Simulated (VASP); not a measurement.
Level of theory: PBE GGA, VASP's PBE PAW potentials (set 64) (plane waves; VASP 6.6.1).

The input files of a VASP run:

### POSCAR
```
FePt
1
    2.7279413155     0.0000000000     0.0000000000
    0.0000000000     2.7279413155     0.0000000000
    0.0000000000     0.0000000000     3.7946134469
Fe Pt
1 1
Direct
  0.0000000000   0.0000000000   0.0000000000
  0.5000000000   0.5000000000   0.5000000000
```

KPOINTS:
```
Automatic mesh
0
Gamma
12 12 10
0 0 0
```

**INCAR**
```
ALGO  =  Normal
EDIFF  =  1E-7
EDIFFG  =  -0.01
ENCUT  =  480
GGA  =  PE
IBRION  =  2
ISIF  =  2
ISMEAR  =  1
ISPIN  =  2
LASPH  =  .TRUE.
LCHARG  =  .FALSE.
LMAXMIX  =  6
LORBIT  =  10
LREAL  =  .FALSE.
LWAVE  =  .FALSE.
MAGMOM  =  2.9 0.3
NELM  =  100
NSW  =  30
PREC  =  Accurate
SIGMA  =  0.1
SYSTEM  =  FePt
```

POTCAR, in this order: Fe Pt (PBE.64 set). Program: vasp_std.

Problem. What will the output report for the number of irreducible k-points (NKPTS), number of bands (NBANDS), largest plane-wave count, number of space-group operations, FFT grid (NGX, NGY, NGZ)?

Solution. 
```json
{
 "number of irreducible k-points (NKPTS)": "168",
 "number of bands (NBANDS)": "15",
 "largest_plane_wave_count": "688",
 "number_of_space_group_operations": "16",
 "FFT grid (NGX, NGY, NGZ)": "20 × 20 × 28"
}
```

The compound is FePt in the L1_0 structure. This cell was strained or had an atom moved on purpose.
